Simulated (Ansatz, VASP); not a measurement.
# Cross-check of CdPbO2 between VASP and Ansatz, part 2 of 2

One calculation is typed for both programs; each brings its own data sets. How far apart do they land? The cell is invented: As first built, before any earlier steps moved the atoms (in the runner's words): it takes the EuO structure with some of its atoms replaced by other elements, volume scaled by an estimate. It may not be a known or stable phase. The cell is taken from a series of VASP runs on this material, whose earlier steps may have relaxed, scaled or displaced it; both programs get it as it stands. Valence electrons are named where the data sets of a main pair hold unlike numbers.

VASP 6.6.1 and Ansatz 0.2.0.

So far. Step 3 (Ansatz: single point, revPBE): The run ends at a pressure of -0.30 GPa, with forces up to 0.042 eV/Å.

## 6. VASP: band structure, revPBE

Level of this step: revPBE; plane waves and PAW (Pb_d, Cd, O); invented cell (VASP).

The same path points are solved in both programs, so levels can be compared one by one.

File INCAR:

```
SYSTEM = CdPbO2
PREC = Accurate
ENCUT = 520
EDIFF = 1E-06
NELM = 100
ISMEAR = -1
SIGMA = 0.05
LREAL = .FALSE.
ALGO = Normal
GGA = RE
NBANDS = 33
LORBIT = 11
LWAVE = .FALSE.
LCHARG = .FALSE.
KPAR = 2
```

File POSCAR:

```
CdPbO2
1.0
    3.0985697600     -1.7901685800      0.0000000000
    3.0985697600      1.7901685800      0.0000000000
   -2.0630447900      0.0000000000      5.8541862400
Pb Cd O
1 1 2
Direct
    0.4981870620      0.5018129380      0.5000000000
    0.0000853920      0.9999146080      0.0000000000
    0.7416981740      0.7427466730      0.2244488730
    0.2572533270      0.2583018260      0.7755511270
```

File KPOINTS:

```
Automatic mesh
0
Gamma
7 7 4
0 0 0
```

File KPOINTS_OPT:

```
Line mode
16
Line-mode
Reciprocal
  0.00000000   0.00000000   0.00000000 GAMMA
 -0.50000000  -0.50000000   0.00000000 Y

 -0.50000000  -0.50000000   0.00000000 Y
 -0.53116780  -0.53116780   0.18784894 F

 -0.53116780  -0.53116780   0.18784894 F
 -0.50000000  -0.50000000   0.50000000 L

 -0.50000000  -0.50000000   0.50000000 L
 -0.68732045  -0.31267955   0.50000000 I

 -0.31267955   0.31267955   0.50000000 I1
  0.00000000   0.00000000   0.50000000 Z

  0.00000000   0.00000000   0.50000000 Z
 -0.46883220  -0.46883220   0.81215106 F1

 -0.50000000  -0.50000000   0.00000000 Y
 -0.65619094  -0.34380906   0.00000000 X1

 -0.34380906   0.34380906   0.00000000 X
  0.00000000   0.00000000   0.00000000 GAMMA

  0.00000000   0.00000000   0.00000000 GAMMA
 -0.50000000   0.00000000   0.00000000 N

 -0.50000000   0.00000000   0.50000000 M
  0.00000000   0.00000000   0.00000000 GAMMA
```

The projector-augmented-wave data sets are Pb_d, Cd and O (PBE family, release 64).

Started as:

```
$ mpirun -np 2 vasp_std
```

Numbers of over 12 decimals in the logs are rounded to 6 here.

What it wrote:

```text
[banner, memory and clock lines left out]
running    2 mpi-ranks, on    1 nodes
[...]
[... a notice as in an earlier step ...]

 LDA part: xc-table for (Slater+PW92), standard interpolation
 POSCAR, INCAR and KPOINTS ok, starting setup
[...]
entering main loop
       N       E                     dE             d eps       ncg     rms          rms(c)
DAV:   1     0.400565556525E+03    0.40057E+03   -0.19134E+04  4024   0.133E+03
DAV:   2     0.163389297472E+02   -0.38423E+03   -0.35531E+03  4142   0.380E+02
DAV:   3    -0.198586472309E+02   -0.36198E+02   -0.35555E+02  4714   0.123E+02
DAV:   4    -0.208136406332E+02   -0.95499E+00   -0.95335E+00  4700   0.203E+01
[...]
DAV:  12    -0.166652537263E+02    0.27312E-04   -0.50288E-05  4850   0.441E-02    0.137E-02
DAV:  13    -0.166652548150E+02   -0.10887E-05   -0.49247E-06  4707   0.172E-02    0.514E-03
DAV:  14    -0.166652552318E+02   -0.41679E-06   -0.90956E-07  3751   0.621E-03
   1 F= -.16665255E+02 E0= -.16665047E+02  d E =-.415480E-03
 Start KPOINTS_OPT (optional k-point list driver)
k-point batch [1-60\160]
       N       E                     dE             ncg
DAV:   1     0.137376671781E+05   -0.55356E+05     4016
DAV:   2    -0.858580528313E+04   -0.22323E+05     4090
DAV:   3    -0.107165589884E+05   -0.21308E+04     4652
DAV:   4    -0.107782306505E+05   -0.61672E+02     4630
DAV:   5    -0.107796143280E+05   -0.13837E+01     5159
DAV:   6    -0.107796735837E+05   -0.59256E-01     5102
DAV:   7    -0.107796768827E+05   -0.32990E-02     5912
DAV:   8    -0.107796769182E+05   -0.35532E-04     4247
DAV:   9    -0.107796769192E+05   -0.99033E-06     3448
[...]
k-point batch [121-160\160]
       N       E                     dE             ncg
DAV:   1     0.360139138495E+05   -0.14700E+05     2664
DAV:   2     0.211238485080E+05   -0.14890E+05     2722
DAV:   3     0.196957193610E+05   -0.14281E+04     3100
DAV:   4     0.196542700710E+05   -0.41449E+02     3103
[...]
DAV:   8     0.196532913608E+05   -0.19658E-04     2716
DAV:   9     0.196532913598E+05   -0.10011E-05     2310
DAV:  10     0.196532913597E+05   -0.99455E-07     2070
```

From OUTCAR (step 6):

```text
  Total       -0.0062634      0.0072250     -0.0028106      0.0000000      0.0000000      0.0048033
  in kB       -0.1545142      0.1782357     -0.0693363      0.0000000      0.0000000      0.1184947
  external PRESSURE =      -0.0152049 kB  Pullay stress =       0.0000000 kB

 POSITION                                       TOTAL-FORCE (eV/Angst)
 -----------------------------------------------------------------------------------
      2.06705      0.00649      2.92709        -0.000000     -0.003471      0.000000
      3.09857      1.78986      0.00000         0.000000      0.008204      0.000000
      4.13661      0.00188      1.31397        -0.009729     -0.002366     -0.000420
     -0.00251      0.00188      4.54022         0.009729     -0.002366      0.000420
 -----------------------------------------------------------------------------------
    total drift:                                0.000000     -0.000038      0.000000

  FREE ENERGIE OF THE ION-ELECTRON SYSTEM (eV)
  ---------------------------------------------------
  free  energy   TOTEN  =       -16.6652552318 eV

  energy  without entropy=      -16.6648397518  energy(sigma->0) =      -16.66504749

[... 1 part as in an earlier step ...]

[... 2 further parts left out ...]
[key lines of the parts left out:]
E-fermi :   4.4477
```

Within 0.02 Å the cell has space group R-3m; at a tight tolerance a small distortion makes it C2. Spin-orbit coupling is off here; with elements this heavy it splits and shifts levels by tenths of an eV or more.

## 7. Ansatz: band structure, revPBE

The same cell, functional, mesh and smearing now go to Ansatz, which takes its cutoff from its data sets.

The cell is taken from a series of VASP runs on this material, whose earlier steps may have relaxed, scaled or displaced it; both programs get it as it stands.

File input.yaml:

```yaml
crystal:
  lattice:
    - [3.09856976, -1.79016858, 0.0]
    - [3.09856976, 1.79016858, 0.0]
    - [-2.06304479, 0.0, 5.85418624]
  atoms:
    - { symbol: Pb, position: [0.498187062, 0.501812938, 0.5] }
    - { symbol: Cd, position: [8.5392e-05, 0.999914608, 0.0] }
    - { symbol: O, position: [0.741698174, 0.742746673, 0.224448873] }
    - { symbol: O, position: [0.257253327, 0.258301826, 0.775551127] }
hamiltonian:
  xc: revpbe
  pseudopotentials: { kind: paw }
kpoints:
  mp_grid: { grid: [7, 7, 4] }
  band_path:
    path:
      - [0.0, 0.0, 0.0]
      - [-0.16667, -0.16667, 0.0]
      - [-0.33333, -0.33333, 0.0]
      - [-0.5, -0.5, 0.0]
      - [-0.51039, -0.51039, 0.06262]
      - [-0.52286, -0.52286, 0.13776]
      - [-0.53117, -0.53117, 0.18785]
      - [-0.5187, -0.5187, 0.31271]
      - [-0.50831, -0.50831, 0.41676]
      - [-0.51249, -0.48751, 0.5]
      - [-0.57493, -0.42507, 0.5]
      - [-0.64986, -0.35014, 0.5]
      - [-0.29183, 0.29183, 0.5]
      - [-0.16676, 0.16676, 0.5]
      - [-0.06254, 0.06254, 0.5]
      - [0.0, 0.0, 0.5]
      - [-0.06251, -0.06251, 0.54162]
      - [-0.21879, -0.21879, 0.64567]
      - [-0.40632, -0.40632, 0.77053]
      - [-0.52083, -0.47917, 0.0]
      - [-0.5833, -0.4167, 0.0]
      - [-0.63537, -0.36463, 0.0]
      - [-0.27505, 0.27505, 0.0]
      - [-0.22921, 0.22921, 0.0]
      - [-0.16044, 0.16044, 0.0]
      - [-0.02292, 0.02292, 0.0]
      - [-0.1, 0.0, 0.0]
      - [-0.3, 0.0, 0.0]
      - [-0.46667, 0.0, 0.0]
      - [-0.36667, 0.0, 0.36667]
      - [-0.2, 0.0, 0.2]
      - [0.0, 0.0, 0.0]
    npoints: 1
scf:
  occupations: { method: fermi_dirac, width: 0.05 }
  n_extra_bands: 8
output:
  forces: true
  stress: true
  eigenvalues: true
  write_density: true
  write_potential: true
  elf: true
  volumetric_format: npy
```

Started as:

```
$ ansatz run input.yaml --threads 2 --pin off --max-ram 4608MiB --backend cpu --events-out ev --progress --plain --runs-dir out
```

What it wrote:

```text
[...]
Crystal: 4 atoms, lattice volume = 64.946 Å³
Basis set: ecut = 420 eV, 1237 PW (Γ), exchange–correlation on 48×48×90 points (8 copies of the dense FFT grid, shifted against one another)
Bands: 31, of which v1, the nominal top of the filled ones, is band 23 counted from 1 (22 counted from 0)
Symmetry: 2 space group operations
[...]
k-points: 60 of 196 (time reversal used)
[...]
k-point 0: bands = [... 19 lower, 8.8659, 8.8686, 9.5679, 9.5754, 12.4714, 14.2955, 17.5450, 17.5478, ... 4 higher]
  k-point 1: bands = [... 19 lower, 8.9414, 9.3459, 9.4837, 9.4925, 11.8114, 15.2754, 17.7624, 17.7667, ... 4 higher]
  k-point 2: bands = [... 19 lower, 9.0473, 9.3664, 9.3793, 10.2610, 10.9294, 17.2061, 17.5380, 18.0195, ... 4 higher]
  k-point 59: bands = [... 19 lower, 7.8058, 8.2643, 8.5356, 10.3855, 13.2902, 14.9980, 15.4288, 16.4690, ... 4 higher]
[key lines of the parts left out:]
SCF converged after 6 iterations
Free energy (F): -21313.745561 eV
Fermi energy:    10.802141 eV
P = ⅓ Tr σ = -0.2968 GPa (-2.968 kbar)
```

The job ended after 11 s (2 threads of Arm Neoverse V2, shared host; peak memory 0.38 GiB).

## 8. Side by side

What differs besides the data sets and the points named for the pairs above, as far as they apply: the data sets hold 46 valence electrons in Ansatz (on its default PAW (the set named soft_2) files) and 38 in VASP. Total energies have different zeros and are not compared.

Both answers:

| quantity | Ansatz | VASP | difference |
| --- | --- | --- | --- |
| pressure (GPa) | -0.30 | 0.00 | -0.30 |
| pressure without Ansatz's Pulay correction (GPa) | -0.67 | 0.00 | -0.66 |
| gap over the path points (eV) | 0.271 | 0.266 | +0.005 |

Levels at points of the path, from each program's valence-band top (eV; 4 filled, then empty):

| k (reciprocal lattice) | Ansatz | VASP |
| --- | --- | --- |
| 0.000 0.000 0.000 | -1.79 -1.79 -1.09 -1.08 1.81 3.64 6.89 | -1.78 -1.78 -1.09 -1.08 1.81 3.63 6.89 |
| -0.167 -0.167 0.000 | -1.72 -1.71 -1.43 -0.98 2.28 3.55 5.83 | -1.71 -1.70 -1.42 -0.97 2.28 3.54 5.83 |
| -0.333 -0.333 0.000 | -2.35 -1.43 -1.26 -0.94 1.40 4.24 5.80 | -2.34 -1.42 -1.25 -0.95 1.40 4.24 5.80 |
| -0.500 -0.500 0.000 | -2.72 -2.21 -1.16 -1.09 1.24 4.67 5.08 | -2.72 -2.22 -1.16 -1.09 1.24 4.66 5.08 |
| -0.510 -0.510 0.063 | -2.71 -2.15 -1.21 -1.10 1.29 4.65 5.07 | -2.71 -2.16 -1.21 -1.10 1.29 4.64 5.08 |
| -0.523 -0.523 0.138 | -2.67 -2.00 -1.35 -1.14 1.49 4.58 5.05 | -2.67 -2.01 -1.35 -1.14 1.48 4.58 5.06 |
| -0.531 -0.531 0.188 | -2.63 -1.94 -1.42 -1.19 1.66 4.52 5.03 | -2.63 -1.94 -1.43 -1.18 1.66 4.51 5.04 |
| -0.519 -0.519 0.313 | -2.45 -2.19 -1.41 -1.14 2.11 4.25 5.24 | -2.44 -2.19 -1.40 -1.14 2.11 4.24 5.24 |
| -0.508 -0.508 0.417 | -2.57 -2.24 -1.63 -0.87 2.37 4.09 5.56 | -2.57 -2.24 -1.63 -0.87 2.37 4.08 5.56 |
| -0.512 -0.488 0.500 | -2.81 -2.15 -1.77 -0.75 2.44 4.06 5.92 | -2.81 -2.14 -1.77 -0.75 2.44 4.05 5.92 |

At this near-relaxed geometry the largest component of a force difference is 40 meV/Å. Among the levels compared at these points, filled levels agree within 14 meV and empty ones within 10 meV. Ansatz's pressure holds a Pulay correction of 0.37 GPa; VASP's holds none.

## 9. Other set-ups

Further runs change the set-up of one program: Ansatz's method, potentials or start, or VASP's data sets, cutoff or form of LDA. The table gives Ansatz less VASP for each quantity, since a change that brings one quantity closer may part another.

| run | r.m.s. force difference (meV/Å) | pressure (GPa) | gap over the path points (eV) | pressure without Ansatz's Pulay correction (GPa) |
| --- | --- | --- | --- | --- |
| as above | 16 | -0.30 | 0.0047 | -0.66 |
| cores kept as stored | 17 | -0.30 | 0.0044 | -0.67 |
| Ansatz's larger PAW set (cutoff 900 eV) | 17 | -0.26 | 0.0072 |  |
| norm-conserving potentials (cutoff 1240 eV) | 19 | -0.41 | 0.028 |  |

## 10. Outcome

| Item | Value |
| --- | --- |
| r.m.s. force difference (single point, revPBE) | 16 meV/Å |
| r.m.s. force difference (band structure, revPBE) | 16 meV/Å |

The r.m.s. force difference is 16 meV/Å (band structure, revPBE), beyond the 12 meV/Å picked in this series as the mark of a large difference. The data sets hold unlike numbers of valence electrons (46 in Ansatz and 38 in VASP), so part of the differences comes from the potentials. Single point, revPBE, Ansatz's larger PAW set (cutoff 900 eV): the difference in gap on the k mesh goes from 0.0054 to 0.0078 eV. Single point, revPBE, norm-conserving potentials (cutoff 1240 eV): the difference in pressure goes from -0.29 to -0.40 GPa; the difference in gap on the k mesh goes from 0.0054 to 0.028 eV. Band structure, revPBE, Ansatz's larger PAW set (cutoff 900 eV): the difference in gap over the path points goes from 0.0047 to 0.0072 eV. Band structure, revPBE, norm-conserving potentials (cutoff 1240 eV): the difference in pressure goes from -0.30 to -0.41 GPa; the difference in gap over the path points goes from 0.0047 to 0.028 eV. 2 further runs of this series are not shown here. How closely two codes agree says nothing of how well the functional describes the real material.

[Lines on the potential files, build, host, timing and source positions are cut from VASP's logs without a mark.]

[Logs are printed without paths, hosts, clocks, repeated set-up lines and the standing remarks that a program may print on its own settings, such as how far it seeks lower states.]

[Hosts, paths, dates, database ids (printed as entryN), source tags and the programs' standing remarks are cut or masked in the printed files.]
